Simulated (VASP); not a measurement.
## PbSe (Clausthalite): input slips in a band-gap run and what they do

Aim: see how common mistakes in a band-structure run show up, on PbSe (Clausthalite). The starting structure is a measured crystal structure from the Crystallography Open Database. Cell and atoms stay as given unless a step says otherwise.

Main program and level: VASP 6.6.1; Kohn-Sham DFT with plane waves and PAW; LDA.

## 1. Starting point

The structure is cubic, space group Fm-3m (No. 225). Conventional cell: a = 6.121 Å, b = 6.121 Å, c = 6.121 Å, α = 90.00°, β = 90.00°, γ = 90.00°. Nearest to Pb lie 6 Se at 3.06 Å. Se has 6 Pb at 3.06 Å nearest. Farther neighbours and most contacts between anions are not listed.

Structure file:

```
Pb Se
1.0
     0.00000    3.06065    3.06065
     3.06065    0.00000    3.06065
     3.06065    3.06065    0.00000
Pb Se
1 1
Direct
  0.00000 0.00000 0.00000
  0.50000 0.50000 0.50000
```

## 2. Reference bands

Contents of INCAR:

```
SYSTEM = PbSe
PREC = Accurate
ENCUT = 350
EDIFF = 1E-06
NELM = 100
ISMEAR = 0
SIGMA = 0.03
LREAL = .FALSE.
ALGO = Normal
GGA = CA
NBANDS = 22
LORBIT = 11
LWAVE = .FALSE.
LCHARG = .FALSE.
KPAR = 4
```

Contents of POSCAR:

```
PbSe
1.0
    0.0000000000      3.0606500000      3.0606500000
    3.0606500000      0.0000000000      3.0606500000
    3.0606500000      3.0606500000      0.0000000000
Pb Se
1 1
Direct
    0.0000000000      0.0000000000      0.0000000000
    0.5000000000      0.5000000000      0.5000000000
```

Contents of KPOINTS:

```
Automatic mesh
0
Gamma
6 6 6
0 0 0
```

Contents of KPOINTS_OPT:

```
Line mode
10
Line-mode
Reciprocal
  0.00000000   0.00000000   0.00000000 GAMMA
  0.50000000   0.00000000   0.50000000 X

  0.50000000   0.00000000   0.50000000 X
  0.50000000   0.25000000   0.75000000 W

  0.50000000   0.25000000   0.75000000 W
  0.37500000   0.37500000   0.75000000 K

  0.37500000   0.37500000   0.75000000 K
  0.00000000   0.00000000   0.00000000 GAMMA

  0.00000000   0.00000000   0.00000000 GAMMA
  0.50000000   0.50000000   0.50000000 L

  0.50000000   0.50000000   0.50000000 L
  0.62500000   0.25000000   0.62500000 U

  0.62500000   0.25000000   0.62500000 U
  0.50000000   0.25000000   0.75000000 W

  0.50000000   0.25000000   0.75000000 W
  0.50000000   0.50000000   0.50000000 L

  0.50000000   0.50000000   0.50000000 L
  0.37500000   0.37500000   0.75000000 K

  0.62500000   0.25000000   0.62500000 U
  0.50000000   0.00000000   0.50000000 X
```

PAW data sets: Pb_d and Se (LDA family, release 64).

The run is started by

```console
$ mpirun -np 4 vasp_std
```

What it wrote:

```text
[banner, memory and clock lines left out]
running    4 mpi-ranks, on    1 nodes
 distrk:  each k-point on    1 cores,    4 groups
 distr:  one band on    1 cores,    1 groups

 POSCAR found type information on POSCAR PbSe
 POSCAR found :  2 types and       2 ions
 LDA part: xc-table for (Slater(with rela. corr.)+CA(PZ))
 , standard interpolation
 POSCAR, INCAR and KPOINTS ok, starting setup
 FFT: planning ... GRIDC
 FFT: planning ... GRID_SOFT
 FFT: planning ... GRID
 WAVECAR not read
 entering main loop
       N       E                     dE             d eps       ncg     rms          rms(c)
DAV:   1     0.145286795803E+03    0.14529E+03   -0.71754E+03   746   0.675E+02
DAV:   2     0.100315499251E+01   -0.14428E+03   -0.13724E+03   782   0.239E+02
DAV:   3    -0.947673682844E+01   -0.10480E+02   -0.10419E+02   848   0.692E+01
DAV:   4    -0.972194813160E+01   -0.24521E+00   -0.24513E+00   838   0.111E+01
DAV:   5    -0.973176094078E+01   -0.98128E-02   -0.98126E-02  1010   0.216E+00    0.278E+00
DAV:   6    -0.945789919975E+01    0.27386E+00   -0.56065E-01  1086   0.442E+00    0.162E+00
DAV:   7    -0.944861919446E+01    0.92800E-02   -0.84104E-02   868   0.111E+00    0.842E-01
DAV:   8    -0.944692710565E+01    0.16921E-02   -0.76067E-03   908   0.719E-01    0.103E-01
DAV:   9    -0.944662681028E+01    0.30030E-03   -0.17937E-03  1036   0.291E-01    0.479E-02
DAV:  10    -0.944662750093E+01   -0.69065E-06   -0.13042E-04   830   0.509E-02    0.183E-02
DAV:  11    -0.944662625988E+01    0.12411E-05   -0.16842E-05   980   0.295E-02    0.843E-03
DAV:  12    -0.944662615307E+01    0.10681E-06   -0.73590E-07   562   0.857E-03
   1 F= -.94466262E+01 E0= -.94466260E+01  d E =-.377907E-06
 Start KPOINTS_OPT (optional k-point list driver)
k-point batch [1-16\100]
       N       E                     dE             ncg
DAV:   1     0.568720755130E+03   -0.59864E+04      724
DAV:   2    -0.186198959667E+04   -0.24307E+04      780
DAV:   3    -0.203769239981E+04   -0.17570E+03      864
DAV:   4    -0.204164602721E+04   -0.39536E+01      864
DAV:   5    -0.204179525769E+04   -0.14923E+00      956
DAV:   6    -0.204180166529E+04   -0.64076E-02      952
DAV:   7    -0.204180183645E+04   -0.17116E-03     1016
DAV:   8    -0.204180183977E+04   -0.33192E-05      742
DAV:   9    -0.204180183989E+04   -0.12451E-06      622
[...]
k-point batch [97-100\100]
       N       E                     dE             ncg
DAV:   1     0.664883304986E+04   -0.22026E+04      176
DAV:   2     0.604939975768E+04   -0.59943E+03      194
DAV:   3     0.600905166445E+04   -0.40348E+02      240
DAV:   4     0.600823479104E+04   -0.81687E+00      182
DAV:   5     0.600820561218E+04   -0.29179E-01      272
DAV:   6     0.600820458602E+04   -0.10262E-02      204
DAV:   7     0.600820458070E+04   -0.53189E-05      288
DAV:   8     0.600820458065E+04   -0.46628E-07      170
```

Run time: 22 s. Hardware: 4 MPI ranks of AMD EPYC 7R43, shared host; peak memory 0.5 GiB.

The logs omit lines about the potential files and the build; timing stands in the text.

Parts of OUTCAR (step 2):

```text
ion  position               nearest neighbor table
   1  0.000  0.000  0.000-   2 3.06   2 3.06   2 3.06   2 3.06   2 3.06   2 3.06
   2  0.500  0.500  0.500-   1 3.06   1 3.06   1 3.06   1 3.06   1 3.06   1 3.06

  LATTYP: Found a face centered cubic cell.
 ALAT       =     6.1213000000

 Subroutine GETGRP returns: Found 48 space group operations
 (whereof 48 operations were pure point group operations)

The static configuration has the point symmetry O_h .

 Found     16 irreducible k-points:

   k-points           NKPTS =     16   k-points in BZ     NKDIM =     16   number of bands    NBANDS=     22

   dimension x,y,z NGX =    28 NGY =   28 NGZ =   28
   dimension x,y,z NGXF=    56 NGYF=   56 NGZF=   56

   ENCUT  =  350.0 eV  25.72 Ry    5.07 a.u.   6.60  6.60  6.60*2*pi/ulx,y,z

   NELECT =      20.0000    total number of electrons

 k-points in reciprocal lattice and weights: Automatic mesh
   0.00000000  0.00000000  0.00000000       0.005
   0.16666667  0.00000000  0.00000000       0.037
   0.33333333  0.00000000  0.00000000       0.037
   0.50000000  0.00000000  0.00000000       0.019
   0.16666667  0.16666667  0.00000000       0.028
   0.33333333  0.16666667  0.00000000       0.111
   0.50000000  0.16666667  0.00000000       0.111
  -0.33333333  0.16666667  0.00000000       0.111
  -0.16666667  0.16666667  0.00000000       0.056
[...]
-0.33333333  0.33333333  0.16666667       0.111
  -0.33333333  0.50000000  0.16666667       0.056

 average (electrostatic) potential at core
       1 -92.3566       2 -59.1596

 E-fermi :   4.9884

 k-point     1 :       0.0000    0.0000    0.0000
  band No.  band energies     occupation
    ...
      6      -8.7088      2.00000
      7      -1.4755      2.00000
      8       3.0380      2.00000
      9       3.0380      2.00000
     10       3.0380      2.00000
     11       9.5084      0.00000
     12       9.5084      0.00000
     13       9.5084      0.00000
     14      11.3834      0.00000
     15      11.3834      0.00000
    ...

 k-point     2 :       0.1667    0.0000    0.0000
  band No.  band energies     occupation
    ...
      6      -8.5006      2.00000
      7      -2.1214      2.00000
      8       3.1124      2.00000
      9       3.1124      2.00000
     10       3.4734      2.00000
     11       7.9378      0.00000
     12       8.4755      0.00000
     13       8.4755      0.00000
     14      11.1387      0.00000
     15      11.9612      0.00000
    ...

 k-point     3 :       0.3333    0.0000    0.0000
  band No.  band energies     occupation
    ...
      6      -7.9831      2.00000
      7      -3.3193      2.00000
      8       3.3151      2.00000
      9       3.3151      2.00000
     10       4.2047      2.00000
     11       6.1574      0.00000
     12       7.1002      0.00000
     13       7.1002      0.00000
     14      11.8888      0.00000
     15      13.4185      0.00000
    ...

  Total       -0.8380669     -0.8380669     -0.8380669     -0.0000000     -0.0000000     -0.0000000
  in kB      -23.4162999    -23.4162999    -23.4162999     -0.0000000     -0.0000000     -0.0000000
  external PRESSURE =     -23.4162999 kB  Pullay stress =       0.0000000 kB

  energy-cutoff  :      350.00
  volume of cell :       57.34
      direct lattice vectors                 reciprocal lattice vectors
     0.000000000  3.060650000  3.060650000    -0.163363991  0.163363991  0.163363991
     3.060650000  0.000000000  3.060650000     0.163363991 -0.163363991  0.163363991
     3.060650000  3.060650000  0.000000000     0.163363991  0.163363991 -0.163363991

 POSITION                                       TOTAL-FORCE (eV/Angst)
 -----------------------------------------------------------------------------------
      0.00000      0.00000      0.00000        -0.000000      0.000000     -0.000000
      3.06065      3.06065      3.06065         0.000000     -0.000000      0.000000
 -----------------------------------------------------------------------------------
    total drift:                                0.000000      0.000000      0.000000

  FREE ENERGIE OF THE ION-ELECTRON SYSTEM (eV)
  ---------------------------------------------------
  free  energy   TOTEN  =        -9.4466261531 eV

  energy  without entropy=       -9.4466257752  energy(sigma->0) =       -9.44662596

 total charge
# of ion       s       p       d       tot
------------------------------------------
    1        1.470   0.555   9.834  11.859
    2        1.474   2.315   0.018   3.806
--------------------------------------------------
tot          2.944   2.870   9.851  15.665

[... 3 further parts left out ...]
```

Spin-orbit coupling is off here; with elements this heavy it can split and shift levels by tenths of an eV, and by up to about 1 eV where a band edge is a 6p state. At this level the cell is under a tension of 2.3 GPa, so at these settings it is away from equilibrium.

The reference gap is 0.163 eV.

## 3. Bands with no empty bands

A slip made on purpose: no empty bands. Against step 2 the input has NBANDS = 10 and no band path (also changed: NELM).

Edit INCAR of step 2 so:

```diff
@@ -4,3 +4,3 @@
 EDIFF = 1E-06
-NELM = 100
+NELM = 60
 ISMEAR = 0
@@ -10,3 +10,3 @@
 GGA = CA
-NBANDS = 22
+NBANDS = 10
 LORBIT = 11
```

POSCAR is that of step 2.

KPOINTS is that of step 2.

The run is started by

```console
$ mpirun -np 4 vasp_std
```

What it wrote:

```text
[... set-up lines as in an earlier step ...]
 entering main loop
       N       E                     dE             d eps       ncg     rms          rms(c)
DAV:   1     0.159360708777E+03    0.15936E+03   -0.77686E+03   328   0.149E+03
DAV:   2     0.115966511915E+02   -0.14776E+03   -0.14776E+03   324   0.441E+02
DAV:   3    -0.851267599369E+01   -0.20109E+02   -0.20109E+02   400   0.147E+02
DAV:   4    -0.961391224612E+01   -0.11012E+01   -0.11012E+01   372   0.325E+01
[...]
DAV:  11    -0.944662799784E+01    0.14769E-06   -0.24493E-05   398   0.497E-02    0.947E-03
DAV:  12    -0.944662566811E+01    0.23297E-05   -0.28019E-05   382   0.597E-02    0.147E-03
DAV:  13    -0.944662575343E+01   -0.85321E-07   -0.25715E-06   168   0.142E-02
 -----------------------------------------------------------------------------
|                                                                             |
|           W    W    AA    RRRRR   N    N  II  N    N   GGGG   !!!           |
|           W    W   A  A   R    R  NN   N  II  NN   N  G    G  !!!           |
|           W    W  A    A  R    R  N N  N  II  N N  N  G       !!!           |
|           W WW W  AAAAAA  RRRRR   N  N N  II  N  N N  G  GGG   !            |
|           WW  WW  A    A  R   R   N   NN  II  N   NN  G    G                |
|           W    W  A    A  R    R  N    N  II  N    N   GGGG   !!!           |
|                                                                             |
|     Your highest band is occupied at some k-points! Unless you are          |
|     performing a calculation for an insulator or semiconductor, without     |
|     unoccupied bands, you have included TOO FEW BANDS!! Please increase     |
|     the parameter NBANDS in file INCAR to ensure that the highest band      |
|     is unoccupied at all k-points. It is always recommended to include      |
|     a few unoccupied bands to accelerate the convergence of                 |
|     molecular-dynamics runs (even for insulators or semiconductors),        |
|     since the presence of unoccupied bands improves wavefunction            |
|     prediction and helps to suppress 'band-crossings'.                      |
|                                                                             |
 -----------------------------------------------------------------------------

   1 F= -.94466258E+01 E0= -.94466258E+01  d E =-.987996E-17
```

The job ended after 5.2 s (4 MPI ranks; peak memory 0.37 GiB; 15 s of CPU time).

OUTCAR, selected parts (step 3):

```text
  Total       -0.8342618     -0.8342618     -0.8342618      0.0000000      0.0000000     -0.0000000
  in kB      -23.3099832    -23.3099832    -23.3099832      0.0000000      0.0000000     -0.0000000
  external PRESSURE =     -23.3099832 kB  Pullay stress =       0.0000000 kB

 POSITION                                       TOTAL-FORCE (eV/Angst)
 -----------------------------------------------------------------------------------
      0.00000      0.00000      0.00000         0.000000     -0.000000      0.000000
      3.06065      3.06065      3.06065        -0.000000      0.000000     -0.000000
 -----------------------------------------------------------------------------------
    total drift:                               -0.000000      0.000000      0.000000

  FREE ENERGIE OF THE ION-ELECTRON SYSTEM (eV)
  ---------------------------------------------------
  free  energy   TOTEN  =        -9.4466257534 eV

  energy  without entropy=       -9.4466257534  energy(sigma->0) =       -9.44662575

[... 1 part as in an earlier step ...]

[... 2 further parts left out ...]
[key lines of the parts left out:]
E-fermi :   5.0741
```

The run converges, yet it holds no empty band, so no gap can be read from it.

## 4. Bands with a cutoff far too low

A slip made on purpose: a cutoff far too low. Against step 2 the input has ENCUT = 110 (also changed: NELM).

Edit INCAR of step 3 so:

```diff
@@ -2,3 +2,3 @@
 PREC = Accurate
-ENCUT = 350
+ENCUT = 110
 EDIFF = 1E-06
@@ -10,3 +10,3 @@
 GGA = CA
-NBANDS = 10
+NBANDS = 22
 LORBIT = 11
```

POSCAR is that of step 3.

KPOINTS is that of step 3.

KPOINTS_OPT is that of step 2.

The run is started by

```console
$ mpirun -np 4 vasp_std
```

What it wrote:

```text
[... set-up lines as in an earlier step ...]
 entering main loop
       N       E                     dE             d eps       ncg     rms          rms(c)
DAV:   1     0.846795346697E+02    0.84680E+02   -0.41636E+03   928   0.227E+02
DAV:   2     0.476858949599E+02   -0.36994E+02   -0.36129E+02   864   0.848E+01
DAV:   3     0.472499399016E+02   -0.43596E+00   -0.43539E+00   830   0.854E+00
DAV:   4     0.472494407062E+02   -0.49920E-03   -0.49919E-03   814   0.320E-01
[...]
DAV:  11     0.619760194318E+02   -0.26185E-04   -0.13233E-04   836   0.349E-02    0.280E-02
DAV:  12     0.619760179871E+02   -0.14447E-05   -0.11548E-05   818   0.144E-02    0.954E-03
DAV:  13     0.619760179399E+02   -0.47217E-07   -0.50001E-06   806   0.768E-03
   1 F= 0.61976018E+02 E0= 0.61976018E+02  d E =-.150123E-26
 Start KPOINTS_OPT (optional k-point list driver)
k-point batch [1-16\100]
       N       E                     dE             ncg
DAV:   1    -0.133196136823E+04   -0.49493E+04      966
DAV:   2    -0.194023658985E+04   -0.60828E+03      892
DAV:   3    -0.194698611819E+04   -0.67495E+01      802
DAV:   4    -0.194699408119E+04   -0.79630E-02      864
DAV:   5    -0.194699409384E+04   -0.12653E-04      804
DAV:   6    -0.194699409387E+04   -0.28309E-07      710
[...]
k-point batch [97-100\100]
       N       E                     dE             ncg
DAV:   1     0.325410095056E+04   -0.16107E+04      240
DAV:   2     0.309570263882E+04   -0.15840E+03      232
DAV:   3     0.309370066791E+04   -0.20020E+01      194
DAV:   4     0.309369815619E+04   -0.25117E-02      214
DAV:   5     0.309369815210E+04   -0.40965E-05      224
DAV:   6     0.309369815209E+04   -0.71645E-08      168
```

Wall time 5.8 s (4 MPI ranks); peak memory 0.29 GiB; 18 s of CPU time.

Parts of OUTCAR (step 4):

```text
  Total     -382.4521368   -382.4521368   -382.4521368      0.0000000      0.0000000      0.0000000
  in kB   -10686.0369633 -10686.0369633 -10686.0369633      0.0000000      0.0000000      0.0000000
  external PRESSURE =  -10686.0369633 kB  Pullay stress =       0.0000000 kB

 POSITION                                       TOTAL-FORCE (eV/Angst)
 -----------------------------------------------------------------------------------
      0.00000      0.00000      0.00000         0.000000     -0.000000     -0.000000
      3.06065      3.06065      3.06065        -0.000000      0.000000      0.000000
 -----------------------------------------------------------------------------------
    total drift:                                0.000000     -0.000000     -0.000000

  FREE ENERGIE OF THE ION-ELECTRON SYSTEM (eV)
  ---------------------------------------------------
  free  energy   TOTEN  =        61.9760179399 eV

  energy  without entropy=       61.9760179399  energy(sigma->0) =       61.97601794

[... 1 part as in an earlier step ...]

[... 2 further parts left out ...]
[key lines of the parts left out:]
E-fermi :   4.3516
```

With a cutoff far too low the gap is 0.536 eV, +0.372 eV from the reference.

(Continued in part 2 of 2.)

[Lines on the potential files, build, host, timing and source positions are cut from VASP's logs without a mark.]

[Logs are printed without paths, hosts, clocks, repeated set-up lines and the standing remarks that a program may print on its own settings, such as how far it seeks lower states.]

[Hosts, paths, dates, database ids (printed as entryN), source tags and the programs' standing remarks are cut or masked in the printed files.]
